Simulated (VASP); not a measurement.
# CrB2 with PBEsol + U: from relaxation to properties, part 5 of 10

Wanted: the relaxed cell of CrB2 and its properties. The start is a cell from a database of measured crystal structures.

VASP 6.6.1, plane waves and PAW; the level of theory is named at each step.

Still holding for the runs below: A U on the itinerant d states of such a compound is hard to justify; it moves the bands at the Fermi level and favours large moments.

So far. Step 5 (Magnetic order: antiferromagnetic, q = (1/2, 1/2, 0)): The energy lies -4.9 meV an atom from the first pattern. The run ends antiferromagnetic with a largest moment of 2.56 μB, and the mesh shows no gap. Step 6 (The orders side by side): The session goes on in the lowest magnetic state found: antiferromagnetic, q = (0, 0, 1/2). The next one lies 2.0 meV an atom higher. Differences this small don't decide the order on unrelaxed cells.

## Step 7: Relaxing cell and atoms (PBEsol + U)

This step: PBEsol, DFT+U (Cr d 3 eV), spin-polarised from an antiferromagnetic start; plane waves and PAW (Cr_pv, B) (VASP 6.6.1).

Properties are meant for the cell that this level of theory prefers, so cell and atoms are relaxed first (ISIF = 3) until forces and stress are small; EDIFFG sets the threshold.

The input, INCAR:

```
SYSTEM = CrB2
PREC = Accurate
ENCUT = 420
EDIFF = 1E-06
NELM = 100
ISMEAR = 0
SIGMA = 0.05
LREAL = .FALSE.
ALGO = Normal
GGA = PS
NBANDS = 27
ISPIN = 2
MAGMOM = 2.66 -2.66 0 0 0 0
LDAU = .TRUE.
LDAUTYPE = 2
LDAUL = 2 -1
LDAUU = 3 0
LDAUJ = 0 0
LDAUPRINT = 1
LASPH = .TRUE.
LMAXMIX = 4
LORBIT = 11
LWAVE = .FALSE.
LCHARG = .FALSE.
KPAR = 8
IBRION = 2
NSW = 60
ISIF = 3
EDIFFG = -0.01
```

The input, POSCAR:

```
CrB2
1.0
    2.9700000000      0.0000000000      0.0000000000
   -1.4850000000      2.5720954492      0.0000000000
    0.0000000000      0.0000000000      6.1400000000
Cr B
2 4
Direct
    0.0000000000      0.0000000000      0.0000000000
    0.0000000000      0.0000000000      0.5000000000
    0.3333333333      0.6666666667      0.2500000000
    0.3333333333      0.6666666667      0.7500000000
    0.6666666667      0.3333333333      0.2500000000
    0.6666666667      0.3333333333      0.7500000000
```

The input, KPOINTS:

```
Automatic mesh
0
Gamma
9 9 4
0 0 0
```

Potentials, in the order of the species: Cr_pv and B (PBE family, release 64).

On the command line:

```console
$ mpirun -np 8 vasp_std
```

Log:

```text
[... set-up lines as in an earlier step ...]
 entering main loop
       N       E                     dE             d eps       ncg     rms          rms(c)
DAV:   1     0.316498681976E+03    0.31650E+03   -0.16723E+04  3928   0.125E+03
DAV:   2    -0.360588239204E+02   -0.35256E+03   -0.33999E+03  3918   0.399E+02
DAV:   3    -0.554404194679E+02   -0.19382E+02   -0.18910E+02  4765   0.982E+01
DAV:   4    -0.558451812534E+02   -0.40476E+00   -0.40191E+00  4622   0.132E+01
DAV:   5    -0.558564408432E+02   -0.11260E-01   -0.11251E-01  5208   0.209E+00    0.339E+01
DAV:   6    -0.503409295839E+02    0.55155E+01   -0.13636E+02  4719   0.947E+01    0.285E+01
DAV:   7    -0.445835973401E+02    0.57573E+01   -0.52403E+01  4277   0.684E+01    0.920E+00
DAV:   8    -0.449024271905E+02   -0.31883E+00   -0.28051E+00  4674   0.101E+01    0.488E+00
DAV:   9    -0.449985807125E+02   -0.96154E-01   -0.70466E-01  5245   0.630E+00    0.235E+00
DAV:  10    -0.450494358587E+02   -0.50855E-01   -0.18954E-01  4603   0.394E+00    0.136E+00
DAV:  11    -0.450586205454E+02   -0.91847E-02   -0.26762E-02  5087   0.121E+00    0.559E-01
DAV:  12    -0.450612308182E+02   -0.26103E-02   -0.49531E-03  4991   0.451E-01    0.251E-01
DAV:  13    -0.450615142096E+02   -0.28339E-03   -0.99540E-04  5052   0.198E-01    0.101E-01
DAV:  14    -0.450615938499E+02   -0.79640E-04   -0.10529E-04  4584   0.797E-02    0.402E-02
DAV:  15    -0.450616029378E+02   -0.90879E-05   -0.15603E-05  5048   0.302E-02    0.125E-02
DAV:  16    -0.450616052225E+02   -0.22847E-05   -0.10776E-06  2809   0.890E-03    0.734E-03
DAV:  17    -0.450616058047E+02   -0.58223E-06   -0.11297E-06  2834   0.100E-02
   1 F= -.45061606E+02 E0= -.45060721E+02  d E =-.450616E+02  mag=     0.0000
 curvature:   0.00 expect dE= 0.000E+00 dE for cont linesearch  0.000E+00
 trial: gam= 0.00000 g(F)=  0.111E-49 g(S)=  0.196E+00 ort = 0.000E+00 (trialstep = 0.100E+01)
 search vector abs. value=  0.196E+00
 bond charge predicted
       N       E                     dE             d eps       ncg     rms          rms(c)
DAV:   1    -0.472003841978E+02   -0.21388E+01   -0.30502E+01  3968   0.646E+01    0.147E+01
DAV:   2    -0.460361330228E+02    0.11643E+01   -0.19488E+01  4814   0.522E+01    0.142E+01
DAV:   3    -0.451662870263E+02    0.86985E+00   -0.22827E+00  4688   0.163E+01    0.232E+00
DAV:   4    -0.450986204373E+02    0.67667E-01   -0.34191E-01  4991   0.470E+00    0.158E+00
DAV:   5    -0.450858811579E+02    0.12739E-01   -0.51352E-02  4476   0.150E+00    0.831E-01
DAV:   6    -0.450853192731E+02    0.56188E-03   -0.53918E-03  5058   0.705E-01    0.472E-01
DAV:   7    -0.450851089010E+02    0.21037E-03   -0.10436E-03  4376   0.275E-01    0.174E-01
DAV:   8    -0.450850679750E+02    0.40926E-04   -0.41740E-04  4999   0.189E-01    0.534E-02
DAV:   9    -0.450850747045E+02   -0.67295E-05   -0.30675E-05  4644   0.375E-02    0.185E-02
DAV:  10    -0.450850751596E+02   -0.45510E-06   -0.19208E-06  3521   0.132E-02
   2 F= -.45085075E+02 E0= -.45083976E+02  d E =-.234694E-01  mag=     0.0000
[...]
3 F= -.45115448E+02 E0= -.45114469E+02  d E =-.538425E-01  mag=     0.0000
[...]
4 F= -.45115435E+02 E0= -.45114460E+02  d E =-.538290E-01  mag=     0.0000
[...]
5 F= -.45116097E+02 E0= -.45115118E+02  d E =-.662394E-03  mag=     0.0000
 trial-energy change:   -0.000662  1 .order   -0.000698   -0.000957   -0.000439
 step:   1.6820(harm=  1.6820)  dis= 0.00000  next Energy=   -45.116318 (dE=-0.884E-03)
 bond charge predicted
       N       E                     dE             d eps       ncg     rms          rms(c)
DAV:   1    -0.451177388734E+02   -0.16412E-02   -0.54472E-02  3910   0.200E+00    0.395E-01
DAV:   2    -0.451165148136E+02    0.12241E-02   -0.59674E-03  4369   0.890E-01    0.249E-01
DAV:   3    -0.451162756208E+02    0.23919E-03   -0.75438E-04  4381   0.297E-01    0.104E-01
DAV:   4    -0.451161835324E+02    0.92088E-04   -0.18352E-04  4739   0.843E-02    0.589E-02
DAV:   5    -0.451161753386E+02    0.81938E-05   -0.33304E-05  4927   0.597E-02    0.374E-02
DAV:   6    -0.451161750728E+02    0.26583E-06   -0.40619E-06  4938   0.195E-02
   6 F= -.45116175E+02 E0= -.45115188E+02  d E =-.740288E-03  mag=    -0.0000
 curvature:  -0.83 expect dE=-0.359E-04 dE for cont linesearch -0.924E-05
 trial: gam= 0.00000 g(F)=  0.143E-49 g(S)=  0.433E-04 ort =-0.107E-03 (trialstep = 0.106E+01)
 search vector abs. value=  0.433E-04
 reached required accuracy - stopping structural energy minimisation
```

Run time: 25 s. Hardware: 8 MPI ranks of Intel Xeon 6975P-C (Granite Rapids), shared host; peak memory 1.6 GiB; 3.3 min of CPU time.

OUTCAR, selected parts (step 7):

```text
   NELECT =      36.0000    total number of electrons

atom =   1  type =  1  l = 2

 onsite density matrix

spin component  1

  0.7973 -0.0000  0.0000  0.0000  0.0000
 -0.0000  0.5214  0.0000  0.0000 -0.0000
  0.0000  0.0000  0.8763 -0.0000 -0.0000
  0.0000  0.0000 -0.0000  0.5214 -0.0000
  0.0000 -0.0000 -0.0000 -0.0000  0.7973

spin component  2

  0.1545  0.0000 -0.0000 -0.0000 -0.0000
  0.0000  0.2168 -0.0000 -0.0000  0.0000
 -0.0000 -0.0000  0.0797  0.0000 -0.0000
 -0.0000 -0.0000  0.0000  0.2168 -0.0000
 -0.0000  0.0000 -0.0000 -0.0000  0.1545

 occupancies and eigenvectors

  o =  0.0797  v =  0.0000  0.0000  0.0000  0.0000  0.0000  0.0000  0.0000  1.0000 -0.0000  0.0000      0.0000  0.0000  0.0000  0.0000  0.0000  0.0000  0.0000  0.0000  0.0000  0.0000
  o =  0.1545  v =  0.0000  0.0000  0.0000  0.0000  0.0000 -0.4085  0.0000 -0.0000 -0.0000  0.9128      0.0000  0.0000  0.0000  0.0000  0.0000  0.0000  0.0000  0.0000  0.0000  0.0000
  o =  0.1545  v =  0.0000  0.0000  0.0000  0.0000  0.0000 -0.9128 -0.0000  0.0000 -0.0000 -0.4085      0.0000  0.0000  0.0000  0.0000  0.0000  0.0000  0.0000  0.0000  0.0000  0.0000
  o =  0.2168  v =  0.0000  0.0000  0.0000  0.0000  0.0000 -0.0000 -1.0000  0.0000 -0.0000  0.0000      0.0000  0.0000  0.0000  0.0000  0.0000  0.0000  0.0000  0.0000  0.0000  0.0000
  o =  0.2168  v =  0.0000  0.0000  0.0000  0.0000  0.0000  0.0000  0.0000 -0.0000 -1.0000 -0.0000      0.0000  0.0000  0.0000  0.0000  0.0000  0.0000  0.0000  0.0000  0.0000  0.0000
  o =  0.5214  v =  0.0000  1.0000  0.0000  0.0000 -0.0000  0.0000  0.0000  0.0000  0.0000  0.0000      0.0000  0.0000  0.0000  0.0000  0.0000  0.0000  0.0000  0.0000  0.0000  0.0000
  o =  0.5214  v =  0.0000 -0.0000 -0.0000  1.0000 -0.0000  0.0000  0.0000  0.0000  0.0000  0.0000      0.0000  0.0000  0.0000  0.0000  0.0000  0.0000  0.0000  0.0000  0.0000  0.0000
  o =  0.7973  v =  1.0000  0.0000  0.0000  0.0000  0.0000  0.0000  0.0000  0.0000  0.0000  0.0000      0.0000  0.0000  0.0000  0.0000  0.0000  0.0000  0.0000  0.0000  0.0000  0.0000
  o =  0.7973  v =  0.0000  0.0000  0.0000  0.0000  1.0000  0.0000  0.0000  0.0000  0.0000  0.0000      0.0000  0.0000  0.0000  0.0000  0.0000  0.0000  0.0000  0.0000  0.0000  0.0000
  o =  0.8763  v =  0.0000  0.0000 -1.0000  0.0000  0.0000  0.0000  0.0000  0.0000  0.0000  0.0000      0.0000  0.0000  0.0000  0.0000  0.0000  0.0000  0.0000  0.0000  0.0000  0.0000

atom =   2  type =  1  l = 2

 onsite density matrix

spin component  1

  0.1545 -0.0000 -0.0000 -0.0000  0.0000
 -0.0000  0.2168 -0.0000 -0.0000  0.0000
 -0.0000 -0.0000  0.0797  0.0000 -0.0000
 -0.0000 -0.0000  0.0000  0.2168 -0.0000
  0.0000  0.0000 -0.0000 -0.0000  0.1545

spin component  2

  0.7973  0.0000  0.0000  0.0000 -0.0000
  0.0000  0.5214  0.0000 -0.0000 -0.0000
  0.0000  0.0000  0.8763 -0.0000 -0.0000
  0.0000 -0.0000 -0.0000  0.5214 -0.0000
 -0.0000 -0.0000 -0.0000 -0.0000  0.7973

 occupancies and eigenvectors

  o =  0.0797  v = -0.0000  0.0000 -1.0000  0.0000 -0.0000  0.0000  0.0000  0.0000  0.0000  0.0000      0.0000  0.0000  0.0000  0.0000  0.0000  0.0000  0.0000  0.0000  0.0000  0.0000
  o =  0.1545  v =  0.9972  0.0000  0.0000  0.0000 -0.0744  0.0000  0.0000  0.0000  0.0000  0.0000      0.0000  0.0000  0.0000  0.0000  0.0000  0.0000  0.0000  0.0000  0.0000  0.0000
  o =  0.1545  v =  0.0744  0.0000 -0.0000 -0.0000  0.9972  0.0000  0.0000  0.0000  0.0000  0.0000      0.0000  0.0000  0.0000  0.0000  0.0000  0.0000  0.0000  0.0000  0.0000  0.0000
  o =  0.2168  v =  0.0000 -1.0000 -0.0000 -0.0000  0.0000  0.0000  0.0000  0.0000  0.0000  0.0000      0.0000  0.0000  0.0000  0.0000  0.0000  0.0000  0.0000  0.0000  0.0000  0.0000
  o =  0.2168  v = -0.0000 -0.0000  0.0000  1.0000  0.0000  0.0000  0.0000  0.0000  0.0000  0.0000      0.0000  0.0000  0.0000  0.0000  0.0000  0.0000  0.0000  0.0000  0.0000  0.0000
  o =  0.5214  v =  0.0000  0.0000  0.0000  0.0000  0.0000  0.0000  1.0000 -0.0000  0.0000  0.0000      0.0000  0.0000  0.0000  0.0000  0.0000  0.0000  0.0000  0.0000  0.0000  0.0000
  o =  0.5214  v =  0.0000  0.0000  0.0000  0.0000  0.0000  0.0000  0.0000  0.0000 -1.0000  0.0000      0.0000  0.0000  0.0000  0.0000  0.0000  0.0000  0.0000  0.0000  0.0000  0.0000
  o =  0.7973  v =  0.0000  0.0000  0.0000  0.0000  0.0000  1.0000  0.0000  0.0000  0.0000  0.0000      0.0000  0.0000  0.0000  0.0000  0.0000  0.0000  0.0000  0.0000  0.0000  0.0000
  o =  0.7973  v =  0.0000  0.0000  0.0000  0.0000  0.0000  0.0000 -0.0000  0.0000  0.0000  1.0000      0.0000  0.0000  0.0000  0.0000  0.0000  0.0000  0.0000  0.0000  0.0000  0.0000
  o =  0.8763  v =  0.0000  0.0000  0.0000  0.0000  0.0000  0.0000  0.0000  1.0000  0.0000 -0.0000      0.0000  0.0000  0.0000  0.0000  0.0000  0.0000  0.0000  0.0000  0.0000  0.0000

 E-fermi :   9.5690

 spin component 1
 k-point     1 :       0.0000    0.0000    0.0000
  band No.  band energies     occupation
    ...
     15       7.9048      1.00000
     16       9.0964      1.00000
     17       9.0964      1.00000
     18       9.1145      1.00000
     19       9.1145      1.00000
     20      11.0263      0.00000
     21      11.0263      0.00000
     22      11.2879      0.00000
     23      13.3342      0.00000
     24      13.3342      0.00000
    ...

 k-point     2 :       0.1111   -0.0000    0.0000
  band No.  band energies     occupation
    ...
     13       6.7580      1.00000
     14       7.0509      1.00000
     15       7.4413      1.00000
     16       8.5140      1.00000
     17       8.9864      1.00000
     18       9.5976      0.20949
     19       9.6520      0.00940
     20      11.2861      0.00000
     21      11.4448      0.00000
     22      11.5934      0.00000
    ...

  Total        0.0388865      0.0388865      0.0485674      0.0000000      0.0000000     -0.0000000
  in kB        1.2895620      1.2895620      1.6106012      0.0000000      0.0000000     -0.0000000
  external PRESSURE =       1.3965751 kB  Pullay stress =       0.0000000 kB

 POSITION                                       TOTAL-FORCE (eV/Angst)
 -----------------------------------------------------------------------------------
     -0.00000      0.00000      0.00000         0.000000      0.000000     -0.000000
     -0.00000      0.00000      3.06301         0.000000      0.000000     -0.000000
     -0.00000      1.74228      1.53150        -0.000000      0.000000      0.000000
     -0.00000      1.74228      4.59451        -0.000000     -0.000000      0.000000
      1.50886      0.87114      1.53150        -0.000000     -0.000000     -0.000000
      1.50886      0.87114      4.59451         0.000000     -0.000000     -0.000000
 -----------------------------------------------------------------------------------
    total drift:                               -0.000000      0.000000      0.000000

  FREE ENERGIE OF THE ION-ELECTRON SYSTEM (eV)
  ---------------------------------------------------
  free  energy   TOTEN  =       -45.1161750728 eV

  energy  without entropy=      -45.1142004714  energy(sigma->0) =      -45.11518777

 reached required accuracy - stopping structural energy minimisation

 magnetization (x)
# of ion       s       p       d       tot
------------------------------------------
    1        0.017   0.022   2.684   2.723
    2       -0.017  -0.022  -2.684  -2.723
    3        0.000   0.000   0.000   0.000
    4        0.000   0.000   0.000   0.000
    5        0.000   0.000   0.000   0.000
    6        0.000   0.000   0.000   0.000
--------------------------------------------------
tot          0.000   0.000   0.000   0.000

[... 7 parts as in an earlier step ...]

[... 10 further parts left out ...]
```

CONTCAR:

```
CrB2
   1.00000000000000
     3.0177233324296977   -0.0000000000000000   -0.0000000000000000
    -1.5088616662148489    2.6134250674354460   -0.0000000000000000
     0.0000000000000000    0.0000000000000000    6.1260153187410031
  Cr              B
     2     4
Direct
     0.0000000000000000    0.0000000000000000    0.0000000000000000
     0.0000000000000000    0.0000000000000000    0.5000000000000000
     0.3333333332999970    0.6666666667000030    0.2500000000000000
     0.3333333332999970    0.6666666667000030    0.7500000000000000
     0.6666666667000030    0.3333333332999970    0.2500000000000000
     0.6666666667000030    0.3333333332999970    0.7500000000000000
```

The magnetic order is the lowest of the few collinear ones that converged above; longer or canted patterns were not tried. The cell is doubled for it, so bands and modes from the zone boundary of the chemical cell fold onto Γ and the labels are those of the larger cell. The run keeps the 24 symmetry operations of its start, so it cannot find a distortion of lower symmetry.

Relaxation path:

```csv
step,energy less that of the first step (eV),largest force (eV/Å),pressure (GPa),volume (Å³)
1,0.0000,0.0000,8.53,46.90
2,-0.0235,0.0000,-6.35,49.78
3,-0.0538,0.0000,-0.40,48.51
4,-0.0538,0.0000,-0.18,48.48
5,-0.0545,0.0000,-0.05,48.39
6,-0.0546,0.0000,0.14,48.31
```

```csv
cell as run,before,after,change
a (Å),2.970,3.018,+1.6 %
b (Å),2.970,3.018,+1.6 %
c (Å),6.140,6.126,-0.2 %
volume (Å³/atom),7.82,8.05,+3.0 %
```

Final coordinates:

```cif
data_structure
_symmetry_space_group_name_H-M 'P 1'
_symmetry_Int_Tables_number 1
_cell_length_a 3.0177
_cell_length_b 3.0177
_cell_length_c 6.1260
_cell_angle_alpha 90.000
_cell_angle_beta 90.000
_cell_angle_gamma 120.000
_cell_volume 48.31
loop_
_atom_site_label
_atom_site_type_symbol
_atom_site_fract_x
_atom_site_fract_y
_atom_site_fract_z
_atom_site_occupancy
Cr1 Cr 0.00000 0.00000 0.00000 1
Cr2 Cr 0.00000 0.00000 0.50000 1
B3 B 0.33333 0.66667 0.25000 1
B4 B 0.33333 0.66667 0.75000 1
B5 B 0.66667 0.33333 0.25000 1
B6 B 0.66667 0.33333 0.75000 1
```

Numbers from this step:

- irreducible k-points: 36
- symmetry operations: 24
- free energy (TOTEN): -45.12 eV
- energy at zero smearing: -45.12 eV
- Fermi energy: 9.569 eV
- pressure: 0.1397 GPa
- SCF cycles over all ionic steps: 54

Spin moment in the PAW sphere by atom:

```csv
atom,spin moment in the PAW sphere (μB)
Cr1,2.72
Cr2,-2.72
B3,0.00
B4,0.00
B5,0.00
B6,0.00
```

It ends with forces that vanish by symmetry and a pressure of 0.14 GPa.

(Continued in part 6 of 10.)

[Lines on the potential files, build, host, timing and source positions are cut from VASP's logs without a mark.]

[Logs are printed without paths, hosts, clocks, repeated set-up lines and the standing remarks that a program may print on its own settings, such as how far it seeks lower states.]

[Hosts, paths, dates, database ids (printed as entryN), source tags and the programs' standing remarks are cut or masked in the printed files.]

[A measured line is paired with the nearest computed mode of its activity, which favours agreement.]
